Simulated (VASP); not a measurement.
Consider the following.

```
CELL_PARAMETERS angstrom
      2.84983     0.00000     0.00000
      0.00000     2.84983     0.00000
      0.00000     0.00000     2.84983
ATOMIC_POSITIONS crystal
  Al 0.50000 0.50000 0.50000
  Co 0.00000 0.00000 0.00000
```

Method: PBE GGA, VASP's PBE PAW potentials (set 64) (plane waves; VASP 6.6.1). Numerical set-up: 400 eV cut-off, Gaussian smearing of 0.050 eV, potentials Al Co.

Problem. Predict the band gap (along the path) with the smallest direct gap where there is one.

Solution. 
| Item | Value |
|---|---|
| band gap (along the path) | none (metal, semimetal or under 0.01 eV) |

Total energies compare only between runs with the same potentials, cut-off and functional.

The compound is CoAl in the CsCl type structure. It was relaxed first. The run is not spin-polarised, so no magnetic state was tried.
